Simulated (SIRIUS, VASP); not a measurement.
Given: the input of a run of SIRIUS 7.10.0 on Si3N2. The cell comes from a database or a generator and needn't be the stable form of this composition.

File sirius.json:

```json
{
  "control": {
    "processing_unit": "cpu",
    "verbosity": 2,
    "num_bands_to_print": 19,
    "print_forces": true,
    "print_stress": true
  },
  "parameters": {
    "electronic_structure_method": "pseudopotential",
    "xc_functionals": ["XC_GGA_X_PBE", "XC_GGA_C_PBE"],
    "gk_cutoff": 9.2,
    "pw_cutoff": 18.4,
    "ngridk": [14, 14, 14],
    "shiftk": [0, 0, 0],
    "smearing": "fermi_dirac",
    "smearing_width": 0.0018374661,
    "num_bands": 19,
    "num_mag_dims": 0,
    "num_dft_iter": 100,
    "energy_tol": 1e-08,
    "density_tol": 1e-06
  },
  "iterative_solver": {
    "type": "davidson",
    "min_tolerance": 1e-09,
    "tolerance_scale": [0.1, 0.25]
  },
  "mixer": {
    "type": "anderson",
    "beta": 0.7,
    "max_history": 8
  },
  "settings": {
    "tol_ne": 1e-10,
    "pseudo_grid_cutoff": 6.5
  },
  "unit_cell": {
    "lattice_vectors": [
      [-0.187462576828, 0.187462576828, 0.964217591925],
      [0.187462576828, -0.187462576828, 0.964217591925],
      [0.187462576828, 0.187462576828, -0.964217591925]
    ],
    "lattice_vectors_scale": 13.7434204355,
    "atom_coordinate_units": "lattice",
    "atom_types": ["Si", "N"],
    "atom_files": {
      "Si": "Si.json",
      "N": "N.json"
    },
    "atoms": {
      "Si": [
        [0.5, 0.5, 0.0],
        [0.3296, 0.3296, 0.0],
        [0.6704, 0.6704, 0.0]
      ],
      "N": [
        [0.19062, 0.19062, 0.0],
        [0.80938, 0.80938, 0.0]
      ]
    }
  }
}
```

Potentials or basis: PseudoDojo 0.4.1 PBE standard (scalar relativistic).

Run with:

```sh
$ upf_to_json Si.upf
$ upf_to_json N.upf
$ OMP_NUM_THREADS=1 sirius.scf --input=sirius.json --output=out.json --task=0
```

Q: What does the same run look like in VASP 6.6.1? Potentials or basis there: PBE PAW files N, Si, 520 eV.

A: As run (cutoffs and basis follow the program's own potentials, and thresholds, step limits or extra output files can differ):

Contents of INCAR:

```
PREC = Accurate ; ENCUT = 520
EDIFF = 1E-7 ; ISMEAR = -1
SIGMA = 0.05 ; LREAL = F
LASPH = T ; NELM = 100
ALGO = Normal ; ISIF = 2
LWAVE = F ; LCHARG = F
GGA = PE ; NBANDS = 19
```

Contents of KPOINTS:

```
regular mesh
0
Gamma
  14 14 14
```

POSCAR

```
Si3N2
1.0
   -1.3633600000      1.3633600000      7.0124700000
    1.3633600000     -1.3633600000      7.0124700000
    1.3633600000      1.3633600000     -7.0124700000
Si N
3 2
Direct
    0.5000000000      0.5000000000      0.0000000000
    0.3296000000      0.3296000000      0.0000000000
    0.6704000000      0.6704000000      0.0000000000
    0.1906200000      0.1906200000      0.0000000000
    0.8093800000      0.8093800000      0.0000000000
```

Potentials or basis: VASP PAW PBE potentials, release 64 (Si, N).

The run is started by

```bash
$ cat potpaw_PBE.64/Si/POTCAR potpaw_PBE.64/N/POTCAR > POTCAR
$ mpirun -np 1 vasp_std > vasp.out
```

Both were run:

|  | SIRIUS | VASP |
| --- | --- | --- |
| Pressure | 0.3 GPa | 0.2 GPa |

Pressure is positive in compression.
